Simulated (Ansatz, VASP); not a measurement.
## Ta2SNO (Ta2NOS MXene monolayer): VASP beside Ansatz

One calculation is typed for both programs; each brings its own data sets. How far apart do they land? The structure shown is the start of the Ansatz relaxation below; VASP solves that cell, so the two are compared at the walk's first step.

Program: Ansatz 0.2.0. Level of theory: plane waves, with VASP 6.6.1 beside it; single point at PBE with D3(BJ). Results are calculated unless marked as measured.

## (1) Set-up

The cell holds 5 atoms: 1 S, 2 Ta, 1 N and 1 O. Its edges and angles: a = 3.155 Å, b = 3.155 Å, c = 42.033 Å, α = 90.0°, β = 90.0°, γ = 120.0°. Vacuum lies along c.

## (2) Ansatz: relaxation, PBE with D3(BJ)

Ansatz runs on its default PAW (the set named soft_2) files.

The two programs are compared at the cell with which this relaxation starts, whose forces are those of its first step.

File input.yaml:

```yaml
crystal:
  lattice:
    - [3.15458, 0.0, 0.0]
    - [-1.57729, 2.7319464183, 0.0]
    - [0.0, 0.0, 42.0329259406]
  atoms:
    - { symbol: S, position: [0.3333333333, 0.6666666667, 0.434183431] }
    - { symbol: Ta, position: [0.6666666667, 0.3333333333, 0.4776581188], spin: 1.0 }
    - { symbol: "N", position: [0.0, 0.0, 0.5072709328] }
    - { symbol: Ta, position: [0.3333333333, 0.6666666667, 0.536883747], spin: 1.0 }
    - { symbol: O, position: [0.6666666667, 0.3333333333, 0.565816569] }
  periodic: [true, true, false]
magnetization:
  spin_polarized: true
kpoints:
  mp_grid: { grid: [12, 12, 1] }
hamiltonian:
  xc: pbe
  dispersion: d3bj
scf:
  occupations: { method: fermi_dirac, width: 0.05 }
  convergence: { dr2_threshold: 1.0e-09 }
relax:
  f_tol: 0.004
  max_steps: 90
  cell: {}
output:
  write_potential: true
  write_density: true
  volumetric_format: npy
```

Started as:

```console
$ ansatz run input.yaml --threads 2 --pin off --max-ram 3072MiB --backend cpu --events-out ev --progress --plain --runs-dir out
```

Numbers of over 12 decimals in the logs are rounded to 6 here.

The log of the run:

```text
Warning: relax.cell: scf.convergence.dr2_threshold = 1e-9 eV is looser than the 2.07235169745e-10 eV advised for a relaxation that steers and ends on the stress (1e-10 eV for each atom of the cell: 5, times the square of relax.cell.stress_2d_tol = 0.05 N/m over 15.5 Å (the atoms' height at the walk's start and 5 Å past either face), 3.219e-2 GPa, over a crystal's default 0.05). What an SCF threshold leaves in a stress goes as its square root, and in the free energy as the threshold itself, and one threshold admits the most on a small cell: [figures from the program's tests cut] Set scf.convergence.dr2_threshold to 2.07235169745e-10 eV or tighter. [rest of the remark cut]
Engine: ansatz 0.2.0, x86_64-unknown-linux-gnu
Pseudopotentials: kind: paw
Pseudopotential: S, paw, valence charge 6, recommended cutoff 420 eV (normal), S.paw.azcp
Pseudopotential: Ta, paw, valence charge 13, recommended cutoff 420 eV (normal), Ta.paw.azcp
Pseudopotential: N, paw, valence charge 5, recommended cutoff 420 eV (normal), N.paw.azcp
Pseudopotential: O, paw, valence charge 6, recommended cutoff 420 eV (normal), O.paw.azcp
Functional definition: PBE
  parameter kappa = 0.804
  parameter beta = 0.066725
  exchange = pbe_x(kappa = kappa, mu = beta*pi^2/3)
  correlation = pbe_c(beta = beta)
Crystal: 5 atoms, lattice volume = 362.246 Å³
Basis set: ecut = 420 eV, 6993 PW (Γ), exchange–correlation on 48×48×576 points (8 copies of the dense FFT grid, shifted against one another)
Bands: 28, of which v1, the nominal top of the filled ones, is band 22 counted from 1 (21 counted from 0)
Symmetry: 6 space group operations
Space group: P3m1 (ITA 156), of the structure as read, at distance tolerance 7.1e-5 Å
Magnetic group: BNS 156.49 (UNI 1279), of the structure as read, at distance tolerance 7.1e-5 Å
k-points: 19 of 144 (time reversal used)
Non-local potential: S, projectors of the file, l = 0: 2, l = 1: 2, l = 2: 2
Non-local potential: Ta, projectors of the file, l = 0: 3, l = 1: 2, l = 2: 2, l = 3: 1
Non-local potential: N, projectors of the file, l = 0: 2, l = 1: 2, l = 2: 1
Non-local potential: O, projectors of the file, l = 0: 2, l = 1: 2, l = 2: 1
PAW form: soft (Blöchl's): semilocal exchange-correlation on the pseudo side does not see the compensation charge
PAW one-centre angular grid: S, 110 points (default); XC on 64 Gauss nodes
PAW one-centre angular grid: Ta, 590 points (default); XC on 64 Gauss nodes
PAW one-centre angular grid: N, 110 points (default); XC on 64 Gauss nodes
PAW one-centre angular grid: O, 110 points (default); XC on 64 Gauss nodes
Initial density: superposition of atomic densities (neutral atoms: chi_scale 0, normalization atom)
Starting moments: Σ|m| = 2 μB on 2 of 5 sites
Initial wavefunctions: pseudopotential atomic-orbital guess
Functional: x = pbe(κ = 0.804, μ = 0.219515), c = pbe(β = 0.066725)
SCF iter   1: F=—  HF=-21726.428009 eV  |F-HF|=—  |Δ(HF+E_count)|=         —  Δρ=2.92e-2 (↑2.92e-2 ↓2.64e-2)  dr2=1.35e1  dr2_m=1.42e-1  M=0.633 μB ∫|m|=0.803 μB  β_m=0.30  ethr=3.10e-3  ⟨swp⟩=15.0  Hψ=8385  notcnv=0
Mixer restart at iter 1: flushing history
preconditioner: auto → LDOS  [metal: Δε(μ)=0.048 eV  Ē_g=10.693 eV  σ=0.050 eV  W_gap=0.22  n_scr=24 (ndim 8)  ℏωp=10.1 eV  f_vac=0.783  D(μ)=2.27/eV (n_scr^D=14)]
spin=Collinear: LDOS preconditioning applied to the charge; magnetization (m = ρ↑ − ρ↓) channel mixes plain (no charge-response kernel on spin).
SCF iter   2: F=—  HF=-21724.322332 eV  |F-HF|=—  |Δ(HF+E_count)|=    2.11e0  Δρ=1.80e-2 (↑1.80e-2 ↓1.54e-2)  dr2=5.03e0  dr2_m=9.39e-2  M=0.447 μB ∫|m|=0.643 μB  β_m=0.52  ethr=3.10e-3  ⟨swp⟩=3.9  Hψ=2536  notcnv=0  defer=27
SCF iter   3: F=—  HF=-21723.351208 eV  |F-HF|=—  |Δ(HF+E_count)|=   9.71e-1  Δρ=4.02e-3 (↑4.02e-3 ↓3.53e-3)  dr2=1.22e-1  dr2_m=1.32e-2  M=0.184 μB ∫|m|=0.325 μB  β_m=0.63  ethr=3.10e-3  ⟨swp⟩=5.3  Hψ=3054  notcnv=0  defer=27
SCF iter   4: F=—  HF=-21723.414727 eV  |F-HF|=—  |Δ(HF+E_count)|=         —  Δρ=2.02e-3 (↑2.02e-3 ↓1.57e-3)  dr2=1.29e-2  dr2_m=7.62e-3  M=0.038 μB ∫|m|=0.108 μB  β_m=0.63  ethr=2.84e-4  ⟨swp⟩=4.1  Hψ=2655  notcnv=0  defer=21
SCF iter   5: F=—  HF=-21723.417493 eV  |F-HF|=—  |Δ(HF+E_count)|=   2.77e-3  Δρ=7.30e-4 (↑7.30e-4 ↓6.17e-4)  dr2=6.51e-4  dr2_m=1.37e-3  M=0.016 μB ∫|m|=0.054 μB  β_m=0.75  ethr=3.00e-5  ⟨swp⟩=3.6  Hψ=2428  notcnv=0  defer=21
[...]
iter 1 solved again at ethr=1.71e-7 eV; its pass at ethr=3.10e-3 eV (dr2=7.37e-5 eV) is discarded
SCF iter   1: F=—  HF=-21724.007525 eV  |F-HF|=—  |Δ(HF+E_count)|=         —  Δρ=7.47e-7 (↑7.47e-7 ↓7.23e-7)  dr2=1.84e-9  dr2_m=2.22e-11  M=-0.000 μB ∫|m|=0.000 μB  β_m=0.65  ethr=1.71e-7  ⟨swp⟩=7.7  Hψ=15132  notcnv=0
eigensolver tolerance schedule: the retry pair's looser diagonalisation over-reported the residual by 40001.04 of it (diagonalisation noise at an unbounded share of the residual, at the tolerance the schedule requests for it); recorded, not acted on — ethr = c·dr2/N_el stays at c = 1.0e-1
preconditioner: auto → LDOS  [metal: Δε(μ)=0.103 eV  Ē_g=9.974 eV  σ=0.050 eV  W_gap=0.46  n_scr=22 (ndim 8)  ℏωp=10.0 eV  f_vac=0.800  D(μ)=1.27/eV (n_scr^D=10)]
spin=Collinear: LDOS preconditioning applied to the charge; magnetization (m = ρ↑ − ρ↓) channel mixes plain (no charge-response kernel on spin).
SCF iter   2: F=—  HF=-21724.007516 eV  |F-HF|=—  |Δ(HF+E_count)|=   9.16e-6  Δρ=3.85e-7 (↑3.44e-7 ↓3.85e-7)  dr2=1.07e-9  dr2_m=6.20e-12  M=-0.000 μB ∫|m|=0.000 μB  β_m=0.42  ethr=4.28e-12  ⟨swp⟩=8.0  Hψ=5554  notcnv=0
SCF iter   3: F=—  HF=-21724.007516 eV  |F-HF|=—  |Δ(HF+E_count)|=  8.73e-11  Δρ=2.36e-7 (↑2.11e-7 ↓2.36e-7)  dr2=2.29e-10  dr2_m=4.82e-12  M=-0.000 μB ∫|m|=0.000 μB  β_m=0.71  ethr=2.49e-12  ⟨swp⟩=3.2  Hψ=2006  notcnv=0
SCF iter   4: F=-21724.007516 eV  HF=-21724.007516 eV  |F-HF|=7.28e-12  |Δ(HF+E_count)|=  1.71e-10  Δρ=6.56e-8 (↑6.56e-8 ↓5.55e-8)  dr2=3.72e-11  dr2_m=6.02e-13  M=-0.000 μB ∫|m|=0.000 μB  ethr=1.00e-12  ⟨swp⟩=16.4  Hψ=10219  notcnv=0
the starting moments were not kept: the SCF closed with an absolute magnetisation of 1.1e-6 μB, where they sum to 2 μB in size (2 sites). That is at most 0.1 of that sum. Measured as dr2_m measures the in/out step, that magnetisation stands 1.5e-13 eV from none, at or under the dr2_threshold of 1.0e-9 eV: it is no larger than a step whose dr2_m would equal this threshold.
SCF 10 converged in 4 iterations: F = -21724.007516 eV  dr2 = 3.72e-11
relax step  10: F+E_penalty+E_count = -21724.00751621 eV  Δ(F+E_penalty+E_count) = -7.351e-5 eV  max|allowed force component| = 1.571e-3 eV/Å  Δτ_max = 0.0000 Å  P = -0.010 N/m  Ω = 370.726 Å³  fix = [c, alpha, beta]  reactions: c -0.000 N/m  stress off target by 9.71e-3 N/m on what of the cell is left free  SCF on the basis re-selected at this cell (its energy is not comparable with the rows above)  (4 SCF iters)
basis re-selected at this cell: Δ(F+E_penalty+E_count) = -7.351e-5 eV, ΔP = +0.001 N/m vs the last step (what re-selecting the basis moved, of the pressure what is left beyond the Pulay correction that the steps carried, after the strain that the cell walked since its last selection, with what the two solves' SCF thresholds leave and, on support functions, any second-order correction that the steps lacked; it is no m [...]
WARN: The input density's exchange-correlation potential varies sharply where the density is thin. Do not read a vacuum level from v_tot or v_xc, or from such a field of the output density. On a cell that repeats whose density bears no net charge and no dipole along the vacuum's axis use v_es (v_loc + v_h of the components); under efield.dipole_correction with no amplitude use v_es + v_field, which holds any external [...]
SCF converged after 4 iterations
Magnetization: -0.0000 μB (21.5000 up, 21.5000 down)
Absolute magnetization: 0.0000 μB (∫|ρ↑−ρ↓|, with the PAW one-centre terms)
Spin contamination: 0.0000 ħ² per cell (⟨S²⟩ above its minimum at these occupations)
Per-site moments (μB) at R_I (Å): [(1.0428494338605591e-7, 1.012520), (-1.3327836765917644e-7, 0.915861), (1.8297387007932658e-7, 0.887504), (-1.2774234788060253e-7, 0.874857), (1.397269542914551e-7, 0.874857)]
Free energy (F): -21724.007516 eV
Harris-Foulkes:  -21724.007516 eV  (|F-HF|=7.28e-12)
Internal energy: -21723.997231 eV  (E = F + TS)
E sigma→0 (E₀):  -21724.002374 eV
Entropy (-TS):   -0.010285 eV (-2.057 meV/atom)
Fermi energy:    -5.019193 eV
--- Per-component energies (eV) ---
  E_band       = -1127.744146
  E_kinetic    = 1149.337806
  E_local      = -164305.577556  (includes V_loc(G=0)·N_el)
  E_nonlocal   = 150.804595
  E_hartree    = 81416.481349
  E_xc         = -670.049781
  E_vxc        = -668.980988  (∫ρ·V_xc dr)
  E_paw        = -17679.223494  (= ΣΔE_a)
  E_vpaw       = -286.293371  (= ΣTr[D̂ρ^β])
  E_aug_tail   = 0.002879  (compensation charges beyond the density's cutoff)
  E_ewald      = 78215.690704
  E_disp       = -1.463733  (pairwise vdW)
  E_smearing   = -0.010285  (= −TS)
  E_closure    = -0.000000  (closes the sum)
  Σ components = -21724.007516   (vs F -21724.007516, Δ=0.00e0)
--- Forces (eV/Å), atoms counted from 1 ---
  atom   1  S      0.00000000     0.00000000     0.00027068
  atom   2  Ta    -0.00000000    -0.00000000     0.00091234
  atom   3  N      0.00000000    -0.00000000    -0.00016508
  atom   4  Ta     0.00000000    -0.00000000     0.00055588
  atom   5  O      0.00000000    -0.00000000    -0.00157046
  max |Σ_I F_I| component: 3.36e-6 eV/Å
--- 2D stress c σ (N/m, compression-positive) ---
       -0.009709      -0.000000      -0.000000
       -0.000000      -0.009709      -0.000000
       -0.000000      -0.000000      -0.000000
  P = ½ c Tr σ = -0.0097 N/m
--- Band table (eV; the first three rows and the last of 38) ---
  k-point 0 ↑: bands = [... 18 lower, -6.7282, -6.7282, -6.2195, -6.2195, -5.6943, -4.1079, -3.6506, -3.6506, ... 2 higher]
  k-point 1 ↑: bands = [... 18 lower, -7.2743, -7.0325, -6.2318, -5.7992, -5.4289, -4.0314, -3.5620, -3.4878, ... 2 higher]
  k-point 2 ↑: bands = [... 18 lower, -7.7691, -7.2855, -6.6830, -5.2630, -4.9499, -3.8902, -3.1959, -3.0758, ... 2 higher]
  k-point 18 ↓: bands = [... 18 lower, -9.4816, -8.9414, -5.4955, -4.7732, -4.5183, -2.8316, -2.4771, -2.1358, ... 2 higher]
  the weakly bound empty levels are not read free of the cell's end (no_gap_told)
--- Relaxed structure (8 steps of the walk, 8 accepted, 2 SCFs on fresh bases) ---
  F+E_penalty+E_count = -21724.00751621 eV   max|allowed force component| = 1.571e-3 eV/Å   (the final SCF, on the basis selected at the relaxed cell)
  cell:  # Å, volume = 370.7262 Å³
    - [3.191292, 0, 0]
    - [-1.595646, 2.763740, 0]
    - [0, 0, 42.0329259406]
  atoms:
    - { symbol: S, position: [0.333333, 0.666667, 0.440241] }
    - { symbol: Ta, position: [0.666667, 0.333333, 0.478825] }
    - { symbol: N, position: [2.925771519603234e-19, 5.851543039204468e-19, 0.508299] }
    - { symbol: Ta, position: [0.333333, 0.666667, 0.534730] }
    - { symbol: O, position: [0.666667, 0.333333, 0.559719] }
```

The column dr2 measures how far the density is from self-consistency, as an energy; F and HF (Harris–Foulkes) agree once it is small.

[end of part 1 of 2]

[Lines on the potential files, build, host, timing and source positions are cut from VASP's logs without a mark.]

[Logs are printed without paths, hosts, clocks, repeated set-up lines and the standing remarks that a program may print on its own settings, such as how far it seeks lower states.]

[Hosts, paths, dates, database ids (printed as entryN), source tags and the programs' standing remarks are cut or masked in the printed files.]
